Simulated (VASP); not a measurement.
Given:

```xyz
2
Lattice="3.3432 0.0000 0.0000 -1.6716 2.8953 0.0000 0.0000 0.0000 3.0435" Properties=species:S:1:pos:R:3 pbc="T T T"
Y      0.0000     0.0000     0.0000
N      1.6716     0.9651     1.5217
```

Method: r2SCAN meta-GGA, VASP's PBE PAW potentials (set 64) (plane waves; VASP 6.6.1). Settings: 520 eV cut-off, 10×10×10 Γ-centred mesh, tetrahedra with Blöchl corrections, potentials Y_sv N.

Question: Give the energies of bands 6 to 11 at the high-symmetry points, in eV from the valence-band maximum.

Answer: 
| band | Γ | M | K | A | L | H |
|---|---|---|---|---|---|---|
| 6 | -1.81 | -3.97 | -3.17 | -4.58 | -3.38 | -4.39 |
| 7 | -1.81 | -1.33 | -2.36 | -1.22 | -2.69 | -2.97 |
| 8 | 0.00 | -0.80 | -1.36 | -1.22 | -2.54 | -0.78 |
| 9 | 0.24 | 0.59 | 2.79 | 3.46 | 2.92 | 3.02 |
| 10 | 3.57 | 5.76 | 3.78 | 3.46 | 5.88 | 6.09 |
| 11 | 6.20 | 6.58 | 5.14 | 5.32 | 7.60 | 7.78 |

The gap is direct, 0.24 eV, from the valence maximum at Γ to the conduction minimum at Γ.

The structure was generated: YN was put into the WC type (P-6m2), which need not be its known phase. It was relaxed first, which changed the volume by +8 %.
